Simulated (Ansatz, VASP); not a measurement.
# RbZnH3: VASP beside Ansatz

Aim: how closely do two programs agree when they are given the same cell, functional and k mesh? The cell is generated by rule, not measured, and may not be a known phase. The cell is taken from a series of runs on this material, whose earlier steps may have relaxed, scaled, displaced or heated it; both programs get it as it stands.

Main program and level: Ansatz 0.2.0; plane waves, with VASP 6.6.1 beside it; relaxation of cell and atoms at PBEsol.

## Step 1: The starting structure

Symmetry: P4bm, No. 100, tetragonal system. The conventional cell has a = 5.430 Å, b = 5.430 Å, c = 5.061 Å, α = 90.00°, β = 90.00°, γ = 90.00°. Rb has 8 H at 2.83 to 2.85 Å nearest. Zn has 3 H at 1.61 to 1.63 Å nearest. Nearest to H lie 2 Zn at 1.61 to 2.41 Å and 5 H at 2.68 to 2.78 Å and 2 Rb at 2.85 Å. Nearest to H lie 1 Zn at 1.63 Å and 2 H at 2.68 Å and 4 Rb at 2.83 Å. Farther neighbours are not listed.

Structure file:

```cif
data_structure
_symmetry_space_group_name_H-M 'P 1'
_symmetry_Int_Tables_number 1
_cell_length_a 5.4302
_cell_length_b 5.4302
_cell_length_c 5.0610
_cell_angle_alpha 90.000
_cell_angle_beta 90.000
_cell_angle_gamma 90.000
_cell_volume 149.24
loop_
_atom_site_label
_atom_site_type_symbol
_atom_site_fract_x
_atom_site_fract_y
_atom_site_fract_z
_atom_site_occupancy
Rb1 Rb 0.50000 0.50000 0.04793 1
Rb2 Rb 0.00000 0.00000 0.04793 1
Zn3 Zn 0.00000 0.50000 0.57044 1
Zn4 Zn 0.50000 0.00000 0.57044 1
H5 H 0.30402 0.19598 0.45498 1
H6 H 0.69598 0.80402 0.45498 1
H7 H 0.19598 0.69598 0.45498 1
H8 H 0.80402 0.30402 0.45498 1
H9 H 0.00000 0.50000 0.89266 1
H10 H 0.50000 0.00000 0.89266 1
```

## Step 2: Ansatz: relaxation of cell and atoms, PBEsol, pair 1

Ansatz runs on its PAW soft_1 files.

The relaxed volume is the usual yardstick between codes: in a stiff, nearly cubic crystal its relative difference is about their pressure difference at one cell divided by the bulk modulus.

input.yaml

```yaml
crystal:
  lattice:
    - [5.4302420833, 0.0, 0.0]
    - [0.0, 5.4302420833, 0.0]
    - [0.0, 0.0, 5.0609979644]
  atoms:
    - { symbol: Rb, position: [0.5, 0.5, 0.0479287649] }
    - { symbol: Rb, position: [0.0, 0.0, 0.0479287649] }
    - { symbol: Zn, position: [0.0, 0.5, 0.5704432879] }
    - { symbol: Zn, position: [0.5, 0.0, 0.5704432879] }
    - { symbol: H, position: [0.3040194248, 0.1959805752, 0.4549823995] }
    - { symbol: H, position: [0.6959805752, 0.8040194248, 0.4549823995] }
    - { symbol: H, position: [0.1959805752, 0.6959805752, 0.4549823995] }
    - { symbol: H, position: [0.8040194248, 0.3040194248, 0.4549823995] }
    - { symbol: H, position: [0.0, 0.5, 0.8926559105] }
    - { symbol: H, position: [0.5, 0.0, 0.8926559105] }
kpoints:
  mp_grid: { grid: [4, 4, 4] }
hamiltonian:
  xc: pbesol
  pseudopotentials: { kind: paw, azcp: { folder: soft_1 }, xc_functional: pbe }
scf:
  occupations: { method: fixed }
output:
  forces: true
  stress: true
  eigenvalues: true
relax:
  adjacent_minimum: "off"
  f_tol: 0.001
  max_steps: 60
  cell: { stress_tol: 0.01 }
```

Command:

```console
ansatz run input.yaml --threads 4 --pin off --max-ram 16384MiB --backend cpu --events-out ev --progress --plain --runs-dir out
```

Numbers of over 12 decimals in the logs are rounded to 6 here.

Output:

```text
Engine: ansatz 0.2.0, aarch64-unknown-linux-gnu
Pseudopotentials: kind: paw
Pseudopotential: Rb, paw, valence charge 9, recommended cutoff 420 eV (normal), soft_1/Rb.paw.azcp
Pseudopotential: Zn, paw, valence charge 12, recommended cutoff 420 eV (normal), soft_1/Zn.paw.azcp
Pseudopotential: H, paw, valence charge 1, recommended cutoff 420 eV (normal), soft_1/H.paw.azcp
Functional definition: PBEsol
  exchange = pbesol_x
  correlation = pbesol_c
Crystal: 10 atoms, lattice volume = 149.236 Å³
Basis set: ecut = 420 eV, 2901 PW (Γ), exchange–correlation on 80×80×72 points (8 copies of the dense FFT grid, shifted against one another)
Bands: 34, of which v1, the nominal top of the filled ones, is band 24 counted from 1 (23 counted from 0)
Symmetry: 8 space group operations
Space group: P4bm (ITA 100), of the structure as read, at distance tolerance 5.3e-5 Å
k-points: 18 of 64 (time reversal used)
Non-local potential: Rb, projectors of the file, l = 0: 3, l = 1: 2, l = 2: 2
Non-local potential: Zn, projectors of the file, l = 0: 2, l = 1: 2, l = 2: 3, l = 3: 1
Non-local potential: H, projectors of the file, l = 0: 2, l = 1: 1
PAW form: soft (Blöchl's): semilocal exchange-correlation on the pseudo side does not see the compensation charge
PAW frozen core: Rb, regenerated for the run's functional, and the local potential with it (the file was generated under x = pbe(κ = 0.804, μ = 0.219515), c = pbe(β = 0.066725))
PAW frozen core: Zn, regenerated for the run's functional, and the local potential with it (the file was generated under x = pbe(κ = 0.804, μ = 0.219515), c = pbe(β = 0.066725))
PAW one-centre angular grid: Rb, 110 points (default); XC on 64 Gauss nodes
PAW one-centre angular grid: Zn, 590 points (default); XC on 64 Gauss nodes
PAW one-centre angular grid: H, 110 points (default); XC on 64 Gauss nodes
Initial density: superposition of atomic densities (chi_scale 0.1, normalization cell, long waves kept (reshape's long-wave potential 0.03 eV rms))
Initial wavefunctions: pseudopotential atomic-orbital guess
Functional: x = pbesol(κ = 0.804, μ = 0.123457), c = pbesol(β = 0.046)
SCF iter   1: F=—  HF=-13094.947594 eV  |F-HF|=—  |Δ(HF+E_count)|=         —  Δρ=1.20e-1  dr2=1.64e1  ethr=3.10e-3  ⟨swp⟩=4.8  Hψ=2438  notcnv=0  defer=130
preconditioner: auto → Resta (q_TF=auto, 2.258 Å⁻¹)  ε∞=4.8  [insulator: Δε(μ)=2.464 eV  Ē_g=10.299 eV  n_scr=26 (ndim 8)  ℏωp=20.2 eV  f_vac=0.000  ε∞_Penn≈4.8]
SCF iter   2: F=—  HF=-13091.970704 eV  |F-HF|=—  |Δ(HF+E_count)|=    2.98e0  Δρ=5.90e-2  dr2=2.48e0  ethr=3.10e-3  ⟨swp⟩=3.0  Hψ=1506  notcnv=0  defer=134
SCF iter   3: F=—  HF=-13090.787270 eV  |F-HF|=—  |Δ(HF+E_count)|=    1.18e0  Δρ=1.78e-2  dr2=5.76e-1  ethr=3.10e-3  ⟨swp⟩=2.0  Hψ=1154  notcnv=0  defer=71
SCF iter   4: F=—  HF=-13090.664495 eV  |F-HF|=—  |Δ(HF+E_count)|=   1.23e-1  Δρ=5.75e-3  dr2=4.26e-2  ethr=1.20e-3  ⟨swp⟩=2.5  Hψ=1068  notcnv=0  defer=141
SCF iter   5: F=—  HF=-13090.678794 eV  |F-HF|=—  |Δ(HF+E_count)|=   1.43e-2  Δρ=3.09e-3  dr2=9.39e-3  ethr=8.87e-5  ⟨swp⟩=2.9  Hψ=906  notcnv=0  defer=143
SCF iter   6: F=—  HF=-13090.677797 eV  |F-HF|=—  |Δ(HF+E_count)|=   9.97e-4  Δρ=2.93e-4  dr2=1.50e-4  ethr=1.96e-5  ⟨swp⟩=2.0  Hψ=980  notcnv=0  defer=143
SCF iter   7: F=—  HF=-13090.678000 eV  |F-HF|=—  |Δ(HF+E_count)|=   2.04e-4  Δρ=4.69e-4  dr2=1.95e-4  ethr=3.12e-7  ⟨swp⟩=2.0  Hψ=1034  notcnv=0  defer=143
SCF iter   8: F=—  HF=-13090.677955 eV  |F-HF|=—  |Δ(HF+E_count)|=   4.57e-5  Δρ=9.30e-5  dr2=9.02e-6  ethr=3.12e-7  ⟨swp⟩=2.1  Hψ=779  notcnv=0  defer=82
SCF iter   9: F=—  HF=-13090.677952 eV  |F-HF|=—  |Δ(HF+E_count)|=   2.72e-6  Δρ=6.68e-6  dr2=6.65e-8  ethr=2.08e-10  ⟨swp⟩=13.7  Hψ=4694  notcnv=0
SCF iter  10: F=-13090.677952 eV  HF=-13090.677952 eV  |F-HF|=2.93e-10  |Δ(HF+E_count)|=   2.01e-8  Δρ=1.87e-6  dr2=3.76e-9  ethr=1.39e-10  ⟨swp⟩=2.2  Hψ=1969  notcnv=0
SCF 1 converged in 10 iterations: F = -13090.677952 eV  dr2 = 3.76e-9
  greatest PAW one-centre occupation: 0.983 electrons in one spin orbital (limit 2), on the Zn atom at site 2 (counted from 0), in its partial waves of l = 2
relax step   1: F+E_penalty+E_count = -13090.67795205 eV  Δ(F+E_penalty+E_count) = +0.000e0 eV  max|allowed force component| = 8.135e-4 eV/Å  Δτ_max = 0.0000 Å  P = +0.002 GPa  Ω = 149.236 Å³  (10 SCF iters, dr2 threshold 1.00e-7 eV, accepted)
Initial density: handed on by an earlier stage of this run
Initial wavefunctions: pseudopotential atomic-orbital guess (no wavefunctions were taken with the density)
iter 1 solved again at ethr=1.54e-7 eV; its pass at ethr=3.10e-3 eV (dr2=7.40e-5 eV) is discarded
SCF iter   1: F=—  HF=-13090.677952 eV  |F-HF|=—  |Δ(HF+E_count)|=         —  Δρ=2.17e-6  dr2=6.07e-9  ethr=1.54e-7  ⟨swp⟩=3.2  Hψ=4108  notcnv=0  defer=144
eigensolver tolerance schedule: the retry pair's looser diagonalisation over-reported the residual by 12191.99 of it (diagonalisation noise at 1.54 of the residual, at the tolerance the schedule requests for it); recorded, not acted on — ethr = c·dr2/N_el stays at c = 1.0e-1
preconditioner: auto → Resta (q_TF=auto, 2.258 Å⁻¹)  ε∞=3.9  [insulator: Δε(μ)=2.685 eV  Ē_g=11.901 eV  n_scr=26 (ndim 8)  ℏωp=20.2 eV  f_vac=0.005  ε∞_Penn≈3.9]
SCF iter   2: F=—  HF=-13090.677952 eV  |F-HF|=—  |Δ(HF+E_count)|=   1.91e-7  Δρ=8.76e-7  dr2=1.25e-9  ethr=1.26e-11  ⟨swp⟩=4.1  Hψ=1498  notcnv=0  defer=138
SCF iter   3: F=—  HF=-13090.677952 eV  |F-HF|=—  |Δ(HF+E_count)|=  2.00e-11  Δρ=6.44e-7  dr2=6.06e-10  ethr=2.61e-12  ⟨swp⟩=2.0  Hψ=843  notcnv=0  defer=138
SCF iter   4: F=—  HF=-13090.677952 eV  |F-HF|=—  |Δ(HF+E_count)|=  2.86e-10  Δρ=2.53e-7  dr2=1.13e-10  ethr=1.26e-12  ⟨swp⟩=2.1  Hψ=930  notcnv=0  defer=138
SCF iter   5: F=—  HF=-13090.677952 eV  |F-HF|=—  |Δ(HF+E_count)|=  5.82e-11  Δρ=1.27e-7  dr2=2.05e-11  ethr=1.00e-12  ⟨swp⟩=2.0  Hψ=844  notcnv=0  defer=138
SCF iter   6: F=-13090.677952 eV  HF=-13090.677952 eV  |F-HF|=1.82e-12  |Δ(HF+E_count)|=  7.28e-12  Δρ=2.30e-8  dr2=6.47e-13  ethr=1.00e-12  ⟨swp⟩=14.3  Hψ=4513  notcnv=0
SCF 2 converged in 6 iterations: F = -13090.677952 eV  dr2 = 6.47e-13
relax step   2: F+E_penalty+E_count = -13090.67795205 eV  Δ(F+E_penalty+E_count) = -1.388e-9 eV  max|allowed force component| = 8.175e-4 eV/Å  Δτ_max = 0.0000 Å  P = +0.002 GPa  Ω = 149.236 Å³  stress off target by 9.80e-3 GPa  SCF on the basis re-selected at this cell (its energy is not comparable with the rows above)  (6 SCF iters)
basis re-selected at this cell: Δ(F+E_penalty+E_count) = -1.388e-9 eV, ΔP = -0.000 GPa vs the last step (what re-selecting the basis moved, of the pressure what is left beyond the Pulay correction that the steps carried, after the strain that the cell walked since its last selection, with what the two solves' SCF thresholds leave and, on support functions, any second-order correction that the steps lacked; it is no m [...]
SCF converged after 6 iterations
Free energy (F): -13090.677952 eV
Harris-Foulkes:  -13090.677952 eV  (|F-HF|=1.82e-12)
Internal energy: -13090.677952 eV  (E = F + TS)
E sigma→0 (E₀):  -13090.677952 eV
Fermi energy:    3.654331 eV
--- Per-component energies (eV) ---
  E_band       = -207.099670
  E_kinetic    = 736.411095
  E_local      = -5670.678639  (includes V_loc(G=0)·N_el)
  E_nonlocal   = 2017.046650
  E_hartree    = 2029.250283
  E_xc         = -453.698902
  E_vxc        = -428.422823  (∫ρ·V_xc dr)
  E_paw        = -8866.278790  (= ΣΔE_a)
  E_vpaw       = -919.950267  (= ΣTr[D̂ρ^β])
  E_aug_tail   = -0.006248  (compensation charges beyond the density's cutoff)
  E_ewald      = -2884.565456
  E_core_change = 1.842054  (= ΣΔE_core)
  E_smearing   = -0.000000  (= −TS)
  E_closure    = -0.000000  (closes the sum)
  Σ components = -13090.677952   (vs F -13090.677952, Δ=0.00e0)
--- Forces (eV/Å), atoms counted from 1 ---
  atom   1  Rb    -0.00000000    -0.00000000     0.00009052
  atom   2  Rb     0.00000000    -0.00000000     0.00009052
  atom   3  Zn     0.00000000    -0.00000000     0.00081748
  atom   4  Zn    -0.00000000    -0.00000000     0.00081748
  atom   5  H     -0.00022383     0.00022383    -0.00031834
  atom   6  H      0.00022383    -0.00022383    -0.00031834
  atom   7  H      0.00022383     0.00022383    -0.00031834
  atom   8  H     -0.00022383    -0.00022383    -0.00031834
  atom   9  H     -0.00000000    -0.00000000    -0.00027149
  atom  10  H     -0.00000000    -0.00000000    -0.00027149
  max |Σ_I F_I| component: 3.48e-7 eV/Å
--- Stress (GPa, compression-positive) ---
       -0.001243      -0.000000       0.000000
       -0.000000      -0.001243       0.000000
        0.000000       0.000000       0.009801
  P = ⅓ Tr σ = 0.0024 GPa (0.024 kbar)
--- Band table (eV; the first three rows and the last of 18) ---
  k-point 0: bands = [... 20 lower, 1.6363, 1.6363, 2.3329, 3.6543, 6.7598, 7.1246, 7.8114, 8.3871, ... 6 higher]
  k-point 1: bands = [... 20 lower, 1.4819, 1.4819, 1.5656, 3.0394, 6.8290, 7.7231, 8.3416, 8.3416, ... 6 higher]
  k-point 2: bands = [... 20 lower, 0.7999, 1.3362, 1.3362, 2.4136, 6.8666, 8.1701, 8.1701, 8.9938, ... 6 higher]
  k-point 17: bands = [... 20 lower, 1.3705, 1.3705, 2.2619, 2.2619, 6.9741, 6.9741, 9.5417, 9.5417, ... 6 higher]
--- Relaxed structure (1 steps of the walk, 1 accepted, 1 SCFs on fresh bases) ---
  F+E_penalty+E_count = -13090.67795205 eV   max|allowed force component| = 8.175e-4 eV/Å   (the final SCF, on the basis selected at the relaxed cell)
  cell:  # Å, volume = 149.2363 Å³
    - [5.4302420833, 0.0, 0.0]
    - [0.0, 5.4302420833, 0.0]
    - [0.0, 0.0, 5.0609979644]
  atoms:
    - { symbol: Rb, position: [0.500000, 0.500000, 0.047929] }
    - { symbol: Rb, position: [0.0, 0.0, 0.047929] }
    - { symbol: Zn, position: [0.0, 0.500000, 0.5704432879] }
    - { symbol: Zn, position: [0.500000, 0.0, 0.5704432879] }
    - { symbol: H, position: [0.304019, 0.195981, 0.4549823995] }
    - { symbol: H, position: [0.695981, 0.8040194248, 0.4549823995] }
    - { symbol: H, position: [0.195981, 0.695981, 0.4549823995] }
    - { symbol: H, position: [0.8040194248, 0.304019, 0.4549823995] }
    - { symbol: H, position: [0.0, 0.500000, 0.8926559105] }
    - { symbol: H, position: [0.500000, 0.0, 0.8926559105] }
```

The column dr2 measures how far the density is from self-consistency, as an energy; F and HF (Harris–Foulkes) agree once it is small.

(Part 1 of 3 ends here.)

[Lines on the potential files, build, host, timing and source positions are cut from VASP's logs without a mark.]

[Logs are printed without paths, hosts, clocks, repeated set-up lines and the standing remarks that a program may print on its own settings, such as how far it seeks lower states.]

[Hosts, paths, dates, database ids (printed as entryN), source tags and the programs' standing remarks are cut or masked in the printed files.]
